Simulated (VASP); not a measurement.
Consider the following.

```
CELL_PARAMETERS angstrom
      7.56348     0.00000     0.00000
     -3.78174     6.55016     0.00000
      0.00000     0.00000     2.88951
ATOMIC_POSITIONS crystal
  Si 0.23108 0.82495 0.75000
  Si 0.76892 0.17505 0.25000
  Si 0.40613 0.23108 0.25000
  Si 0.59387 0.76892 0.75000
  Si 0.17505 0.40613 0.75000
  Si 0.82495 0.59387 0.25000
  N  0.33333 0.66667 0.75000
  N  0.66667 0.33333 0.25000
  N  0.96919 0.66985 0.75000
  N  0.03081 0.33015 0.25000
  N  0.29934 0.96919 0.25000
  N  0.70066 0.03081 0.75000
  N  0.33015 0.29934 0.75000
  N  0.66985 0.70066 0.25000
```

All values below come from PBE GGA, VASP's PBE PAW potentials (set 64) (plane waves; VASP). Numerical set-up: LREAL = Auto, 240 eV cut-off, 6×6×6 Γ-centred mesh shifted by (0.5, 0.5, 0.5), Fermi-Dirac smearing of 0.27 eV, potentials Si N.

At this cut-off the stress carries a Pulay error, which pulls relaxed volumes low.  Energy and stress use the plane-wave basis of the starting cell.

### Question
The ions, cell shape and volume are relaxed. Predict the relaxed structure.

### Answer

```
CELL_PARAMETERS angstrom
      7.26543     0.00000     0.00000
     -3.63271     6.29205     0.00000
      0.00000     0.00000     2.79689
ATOMIC_POSITIONS crystal
  Si 0.24329 0.83663 0.75000
  Si 0.75671 0.16337 0.25000
  Si 0.40665 0.24329 0.25000
  Si 0.59335 0.75671 0.75000
  Si 0.16337 0.40665 0.75000
  Si 0.83663 0.59335 0.25000
  N  0.33333 0.66667 0.75000
  N  0.66667 0.33333 0.25000
  N  0.97990 0.67304 0.75000
  N  0.02010 0.32696 0.25000
  N  0.30686 0.97990 0.25000
  N  0.69314 0.02010 0.75000
  N  0.32696 0.30686 0.75000
  N  0.67304 0.69314 0.25000
```
Space group P6_3/m (176), at a tolerance of 0.03 Å.

### Question
How do energy and volume change from the first to the last step?

### Answer
The energy (σ→0) changes by -159.2 meV/atom and the volume by -10.7 %, in 21 ionic steps.

The structure comes from a computed database's Si3N4 entry; how it stands against other phases isn't given here. This run relaxes it. Symmetry was kept, so distortions that lower it aren't found. The run is one of a series of settings (EDIFFG = -0.01, ENCUT = 240, IBRION = 2, ISIF = 3, ISMEAR = -1, NSW = 50, SIGMA = 0.272, KPOINTS 6×6×6 Γ-centred mesh shifted by (0.5, 0.5, 0.5) against the base run), some of them coarse on purpose.
